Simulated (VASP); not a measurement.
A convergence study with VASP on Sn (space group no. 227 when undisturbed): one setting is varied, all else stays as given below, so the limit is that of these other settings. One atom is moved off its site, so that forces are finite.

```
Sn
1.0
    0.00000     3.25423     3.25423
    3.25423     0.00000     3.25423
    3.25423     3.25423     0.00000
Sn
2
Cartesian
  0.02887   0.02887   0.02887
  1.62712   1.62712   1.62712
```

Method: PBE GGA, VASP's PBE PAW potentials (set 64) (plane waves; VASP). The tightest run used: 300 eV cut-off, 17×17×17 Γ-centred mesh, Fermi-Dirac smearing of 0.020 eV, potentials Sn_d.

Task: The settings run are 2×2×2 mesh; 3×3×3 mesh; 4×4×4 mesh; 5×5×5 mesh; 6×6×6 mesh; 8×8×8 mesh; 9×9×9 mesh; 10×10×10 mesh; 11×11×11 mesh; 13×13×13 mesh; 14×14×14 mesh; 15×15×15 mesh; 17×17×17 mesh. From which on does the energy per atom stay within 0.01 eV/atom of the tightest run?

Result: From 8×8×8 mesh on: it is off by 0.0048 there and by no more than 0.01 in any finer run, while 6×6×6 mesh is off by 0.0176.
```tsv
setting	E (eV/atom)	pressure (GPa)	largest force (eV/Å)	irreducible k-points	difference judged (eV/atom)
2×2×2 mesh	-2.7457	11.05	0.152	4	1.0770
3×3×3 mesh	-3.5347	4.33	0.164	6	0.2880
4×4×4 mesh	-3.7260	3.08	0.349	13	0.0967
5×5×5 mesh	-3.7836	2.66	0.387	19	0.0390
6×6×6 mesh	-3.8050	2.53	0.416	32	0.0176
8×8×8 mesh	-3.8179	2.47	0.425	65	0.0048
9×9×9 mesh	-3.8199	2.49	0.418	85	0.0027
10×10×10 mesh	-3.8210	2.49	0.416	116	0.0017
11×11×11 mesh	-3.8218	2.50	0.417	146	0.0009
13×13×13 mesh	-3.8224	2.50	0.417	231	0.0003
14×14×14 mesh	-3.8225	2.49	0.421	288	0.0002
15×15×15 mesh	-3.8226	2.49	0.423	344	0.0001
17×17×17 mesh	-3.8226	2.48	0.426	489	0.0000
```

Left out are rungs that failed or repeat a setting and relaxations that didn't move; long series are thinned to 24 rows.

The structure is a typed Sn crystal (space group no. 227). The cell was not relaxed at this level, it is distorted from the ideal structure.
